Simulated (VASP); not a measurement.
Input:

```xyz
3
Lattice="2.1165 -3.6659 0.0000 2.1165 3.6659 0.0000 0.0000 0.0000 6.9972" Properties=species:S:1:pos:R:3 pbc="T T T"
Mg     0.0000     0.0000     0.0000
I      2.1165     1.2220     1.6933
I      2.1165    -1.2220     5.3039
```

All values below come from PBE GGA, VASP's PBE PAW potentials (set 64) (plane waves; VASP). Run with 400 eV cut-off, 5×5×3 Γ-centred mesh, Gaussian smearing of 0.050 eV, potentials Mg I.

### Question
Give the force on each atom (eV/Å).

### Answer

```json
[
 {"atom": "Mg1", "Fx": "0.000", "Fy": "0.000", "Fz": "0.000"},
 {"atom": "I2", "Fx": "0.000", "Fy": "0.000", "Fz": "-0.219"},
 {"atom": "I3", "Fx": "0.000", "Fy": "0.000", "Fz": "0.219"}
]
```

### Question
Give the stress tensor in GPa (positive for a compressed cell).

### Answer

```
-0.52   0.00   0.00
 0.00  -0.52   0.00
 0.00   0.00  -0.23
```
The pressure is its mean diagonal, -0.42 GPa.

The compound is MgI2 in the 1T layered structure. The cell was not relaxed at this level.
